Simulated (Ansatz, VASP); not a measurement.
# Cross-check of TaN between VASP and Ansatz, part 3 of 3

Aim: how closely do two programs agree when they are given the same cell, functional and k mesh? The cell is taken from a series of runs on this material, whose earlier steps may have relaxed, scaled, displaced or heated it; both programs get it as it stands.

VASP 6.6.1 and Ansatz 0.2.0.

So far: The structure; Ansatz: zone-centre phonons, PBEsol; VASP: zone-centre phonons, PBEsol.

### Step 3. VASP: zone-centre phonons, PBEsol (continued)

Level of this step: PBEsol; plane waves and PAW (N, Ta_pv) (VASP).

Numbers of over 12 decimals in the logs are rounded to 6 here.

OUTCAR, selected parts (step 3):

```text
ion  position               nearest neighbor table
   1  0.398  0.000  0.000-   6 1.98   4 2.08   4 2.08   5 2.08   5 2.08
   2  0.602  0.602  0.000-   6 1.98   4 2.08   4 2.08   5 2.08   5 2.08
   3  0.000  0.398  0.000-   6 1.98   5 2.08   5 2.08   4 2.08   4 2.08
   4  0.333  0.667  0.500-   1 2.08   1 2.08   3 2.08   3 2.08   2 2.08   2 2.08   5 2.88   5 2.88
                             5 2.88   6 3.20   6 3.20   6 3.20   6 3.20   6 3.20   6 3.20
   5  0.667  0.333  0.500-   3 2.08   3 2.08   1 2.08   1 2.08   2 2.08   2 2.08   4 2.88   4 2.88
                             4 2.88   6 3.20   6 3.20   6 3.20   6 3.20   6 3.20   6 3.20
   6  0.000  0.000  0.000-   2 1.98   1 1.98   3 1.98   4 3.20   5 3.20   4 3.20   5 3.20   5 3.20
                             5 3.20   4 3.20   4 3.20   5 3.20   5 3.20   4 3.20   4 3.20

  LATTYP: Found a hexagonal cell.
 ALAT       =     4.9852067777
 C/A-ratio  =     0.5639823130

 Subroutine GETGRP returns: Found 12 space group operations
 (whereof 12 operations were pure point group operations)

The static configuration has the point symmetry D_3h.

 Found     84 irreducible k-points:

   k-points           NKPTS =     84   k-points in BZ     NKDIM =     84   number of bands    NBANDS=     30

   dimension x,y,z NGX =    40 NGY =   40 NGZ =   24
   dimension x,y,z NGXF=    80 NGYF=   80 NGZF=   48

   ENCUT  =  600.0 eV  44.10 Ry    6.64 a.u.   9.96  9.96  5.62*2*pi/ulx,y,z

   NELECT =      48.0000    total number of electrons

 k-points in reciprocal lattice and weights: Automatic mesh
   0.00000000  0.00000000  0.00000000       0.001
   0.11111111 -0.00000000  0.00000000       0.006
   0.22222222 -0.00000000  0.00000000       0.006
   0.33333333  0.00000000  0.00000000       0.006
   0.44444444 -0.00000000  0.00000000       0.006
   0.11111111  0.11111111  0.00000000       0.006
   0.22222222  0.11111111  0.00000000       0.012
   0.33333333  0.11111111  0.00000000       0.012
   0.44444444  0.11111111  0.00000000       0.006
[...]
-----------------------------------------------------------------------------------
    total drift:                                0.000001      0.000001     -0.000000

 Eigenvectors and eigenvalues of the dynamical matrix
 ----------------------------------------------------

   1 f  =   25.397576 THz   159.577675 2PiTHz  847.171938 cm-1   105.035886 meV
             X         Y         Z           dx          dy          dz
      1.983258  0.000000  0.000000    -0.000000    0.577350    0.000000
      1.500974  2.599763  0.000000     0.500000   -0.288675    0.000000
     -0.991629  1.717552  0.000000    -0.500000   -0.288675   -0.000000
     -0.000000  2.878210  1.405784    -0.000000   -0.000000   -0.000000
      2.492603  1.439105  1.405784    -0.000000    0.000000   -0.000000
      0.000000  0.000000  0.000000     0.000000   -0.000000    0.000000

   2 f  =   22.664319 THz   142.404114 2PiTHz  756.000294 cm-1    93.732048 meV
             X         Y         Z           dx          dy          dz
      1.983258  0.000000  0.000000     0.448354    0.355698    0.000000
      1.500974  2.599763  0.000000    -0.516183    0.163075   -0.000000
     -0.991629  1.717552  0.000000     0.132901   -0.575927    0.000000
     -0.000000  2.878210  1.405784     0.074111   -0.002032    0.000000
      2.492603  1.439105  1.405784     0.011576   -0.073229   -0.000000
      0.000000  0.000000  0.000000    -0.103761    0.091136    0.000000

   3 f  =   22.664319 THz   142.404114 2PiTHz  756.000294 cm-1    93.732048 meV
             X         Y         Z           dx          dy          dz
      1.983258  0.000000  0.000000     0.393800   -0.404973    0.000000
      1.500974  2.599763  0.000000     0.201178    0.559564   -0.000000
     -0.991629  1.717552  0.000000    -0.537824   -0.089520   -0.000000
     -0.000000  2.878210  1.405784     0.002032    0.074111   -0.000000
      2.492603  1.439105  1.405784     0.073229    0.011576    0.000000
      0.000000  0.000000  0.000000    -0.091136   -0.103761   -0.000000

   4 f  =   21.822330 THz   137.113743 2PiTHz  727.914577 cm-1    90.249865 meV
             X         Y         Z           dx          dy          dz
      1.983258  0.000000  0.000000     0.393503   -0.387037    0.000000
      1.500974  2.599763  0.000000     0.447358   -0.376314   -0.000000
     -0.991629  1.717552  0.000000     0.411144   -0.335035    0.000000
     -0.000000  2.878210  1.405784    -0.117907    0.086461    0.000000
      2.492603  1.439105  1.405784    -0.101073    0.105650    0.000000
      0.000000  0.000000  0.000000    -0.129272    0.113410    0.000000

   5 f  =   21.822330 THz   137.113743 2PiTHz  727.914577 cm-1    90.249865 meV
             X         Y         Z           dx          dy          dz
      1.983258  0.000000  0.000000    -0.345221   -0.441167   -0.000000
      1.500974  2.599763  0.000000    -0.355943   -0.387312    0.000000
     -0.991629  1.717552  0.000000    -0.397222   -0.423526    0.000000
     -0.000000  2.878210  1.405784     0.086461    0.117907    0.000000
      2.492603  1.439105  1.405784     0.105650    0.101073    0.000000
      0.000000  0.000000  0.000000     0.113410    0.129272    0.000000

   6 f  =   21.636676 THz   135.947245 2PiTHz  721.721828 cm-1    89.482062 meV
             X         Y         Z           dx          dy          dz
      1.983258  0.000000  0.000000     0.000000   -0.000000    0.552349
      1.500974  2.599763  0.000000     0.000000   -0.000000    0.552349
     -0.991629  1.717552  0.000000     0.000000   -0.000000    0.552349
     -0.000000  2.878210  1.405784    -0.000000    0.000000   -0.201789
      2.492603  1.439105  1.405784    -0.000000    0.000000   -0.201789
      0.000000  0.000000  0.000000    -0.000000    0.000000   -0.057384

   7 f  =   21.005380 THz   131.980694 2PiTHz  700.664051 cm-1    86.871232 meV
             X         Y         Z           dx          dy          dz
      1.983258  0.000000  0.000000     0.000000    0.000000   -0.732136
      1.500974  2.599763  0.000000     0.000000    0.000000    0.679090
     -0.991629  1.717552  0.000000     0.000000   -0.000000    0.053046
     -0.000000  2.878210  1.405784    -0.000000   -0.000000    0.000000
      2.492603  1.439105  1.405784    -0.000000   -0.000000   -0.000000
      0.000000  0.000000  0.000000    -0.000000    0.000000    0.000000

   8 f  =   21.005380 THz   131.980694 2PiTHz  700.664051 cm-1    86.871232 meV
             X         Y         Z           dx          dy          dz
      1.983258  0.000000  0.000000     0.000000    0.000000   -0.361447
      1.500974  2.599763  0.000000    -0.000000   -0.000000   -0.453325
     -0.991629  1.717552  0.000000    -0.000000    0.000000    0.814772
     -0.000000  2.878210  1.405784     0.000000   -0.000000    0.000000
      2.492603  1.439105  1.405784     0.000000   -0.000000    0.000000
      0.000000  0.000000  0.000000    -0.000000   -0.000000    0.000000

   9 f  =   20.917250 THz   131.426960 2PiTHz  697.724369 cm-1    86.506758 meV
             X         Y         Z           dx          dy          dz
      1.983258  0.000000  0.000000     0.577350    0.000000    0.000000
      1.500974  2.599763  0.000000    -0.288675   -0.500000    0.000000
     -0.991629  1.717552  0.000000    -0.288675    0.500000   -0.000000
     -0.000000  2.878210  1.405784     0.000000   -0.000000    0.000000
      2.492603  1.439105  1.405784    -0.000000   -0.000000   -0.000000
      0.000000  0.000000  0.000000     0.000000    0.000000    0.000000

  10 f  =    8.142292 THz    51.159531 2PiTHz  271.597633 cm-1    33.673800 meV
             X         Y         Z           dx          dy          dz
      1.983258  0.000000  0.000000     0.005570   -0.023279   -0.000000
      1.500974  2.599763  0.000000    -0.001098    0.010197    0.000000
     -0.991629  1.717552  0.000000    -0.026755   -0.012315    0.000000
     -0.000000  2.878210  1.405784     0.577389   -0.389991   -0.000000
      2.492603  1.439105  1.405784    -0.461761    0.521775    0.000000
      0.000000  0.000000  0.000000    -0.109393   -0.124677   -0.000000

  11 f  =    8.142292 THz    51.159531 2PiTHz  271.597633 cm-1    33.673800 meV
             X         Y         Z           dx          dy          dz
      1.983258  0.000000  0.000000    -0.006348   -0.020425   -0.000000
      1.500974  2.599763  0.000000     0.027128   -0.013758    0.000000
     -0.991629  1.717552  0.000000     0.004616    0.011899   -0.000000
     -0.000000  2.878210  1.405784     0.389991    0.577389   -0.000000
      2.492603  1.439105  1.405784    -0.521775   -0.461761    0.000000
      0.000000  0.000000  0.000000     0.124677   -0.109393    0.000000

  12 f  =    6.972894 THz    43.811988 2PiTHz  232.590724 cm-1    28.837561 meV
             X         Y         Z           dx          dy          dz
      1.983258  0.000000  0.000000    -0.000000    0.000000    0.000000
      1.500974  2.599763  0.000000    -0.000000   -0.000000    0.000000
     -0.991629  1.717552  0.000000     0.000000    0.000000   -0.000000
     -0.000000  2.878210  1.405784    -0.000000   -0.000000   -0.707107
      2.492603  1.439105  1.405784     0.000000    0.000000    0.707107
      0.000000  0.000000  0.000000    -0.000000   -0.000000   -0.000000

  13 f  =    6.388473 THz    40.139960 2PiTHz  213.096521 cm-1    26.420589 meV
             X         Y         Z           dx          dy          dz
      1.983258  0.000000  0.000000    -0.084142   -0.054480    0.000000
      1.500974  2.599763  0.000000     0.081096   -0.021590    0.000000
     -0.991629  1.717552  0.000000    -0.030006    0.105064   -0.000000
     -0.000000  2.878210  1.405784     0.392199   -0.156838    0.000000
      2.492603  1.439105  1.405784     0.206593   -0.368426   -0.000000
      0.000000  0.000000  0.000000    -0.589125    0.516784   -0.000000
    [... 43 further lines ...]
      2.492603  1.439105  1.405784     0.407265   -0.378644    0.000000
      0.000000  0.000000  0.000000     0.407557   -0.378954    0.000000

 ELASTIC MODULI CONTR FROM IONIC RELAXATION (kBar)
 Direction    XX          YY          ZZ          XY          YZ          ZX
 --------------------------------------------------------------------------------
 XX       -1003.5087    476.2196    166.2086      0.0000      0.0000     -0.0000
 YY         476.2196  -1003.5087    166.2086      0.0000      0.0000     -0.0000
 ZZ         166.2086    166.2086   -104.7823     -0.0000     -0.0000      0.0000
 XY           0.0000      0.0000     -0.0000   -739.8674      0.0000      0.0000
 YZ           0.0000      0.0000     -0.0000      0.0000   -100.8177      0.0000
 ZX          -0.0000     -0.0000      0.0000      0.0000      0.0000    -88.4571
 --------------------------------------------------------------------------------
```

Energies printed during the response cycles are not total energies of the cell.

### Step 4. Comparison

Known differences besides the potentials themselves: the data sets hold 54 valence electrons in Ansatz (on its PAW soft_1 files) and 48 in VASP; the cutoff is 420 eV in Ansatz and 600 eV in VASP; Ansatz makes its cores anew for this functional, VASP keeps those of its PBE data sets. Total energies have different zeros and are not compared.

Compared:

| quantity | Ansatz | VASP | difference |
| --- | --- | --- | --- |
| optical mode 1 (cm⁻¹) | 161.3 | 160.8 | +0.33 % |
| optical mode 2 to 3 (cm⁻¹) | 213.1 | 213.1 | -0.02 % |
| optical mode 4 (cm⁻¹) | 231.3 | 232.6 | -0.53 % |
| optical mode 5 to 6 (cm⁻¹) | 271.0 | 271.6 | -0.23 % |
| optical mode 7 (cm⁻¹) | 690.6 | 697.7 | -1.03 % |
| optical mode 8 to 9 (cm⁻¹) | 695.2 | 700.7 | -0.78 % |
| optical mode 10 (cm⁻¹) | 717.7 | 721.7 | -0.55 % |
| optical mode 11 to 12 (cm⁻¹) | 721.5 | 727.9 | -0.88 % |
| optical mode 13 to 14 (cm⁻¹) | 750.0 | 756.0 | -0.79 % |
| optical mode 15 (cm⁻¹) | 841.5 | 847.2 | -0.67 % |

Modes are paired by rising frequency, not by their patterns, so a pair may set unlike modes beside each other; they are those without the splitting of longitudinal modes.

### Step 5. Results

* r.m.s. difference of the optical zone-centre modes, each program's sorted by frequency (zone-centre phonons, PBEsol): 4.6 cm⁻¹
* difference in optical mode 7 (zone-centre phonons, PBEsol): -1.0 %

In words: The r.m.s. difference of the optical zone-centre modes, each program's sorted by frequency is 4.6 cm⁻¹ (zone-centre phonons, PBEsol). The data sets hold unlike numbers of valence electrons (54 in Ansatz and 48 in VASP), so part of the differences comes from the potentials. Among the rows given in per cent, the largest difference of the zone-centre phonons, PBEsol pair is in optical mode 7, -1.0 %. Such differences can come from data sets, numerical settings and the points named under the comparisons, not from the functional's error against experiment.

[Lines on the potential files, build, host, timing and source positions are cut from VASP's logs without a mark.]

[Logs are printed without paths, hosts, clocks, repeated set-up lines and the standing remarks that a program may print on its own settings, such as how far it seeks lower states.]

[Hosts, paths, dates, database ids (printed as entryN), source tags and the programs' standing remarks are cut or masked in the printed files.]
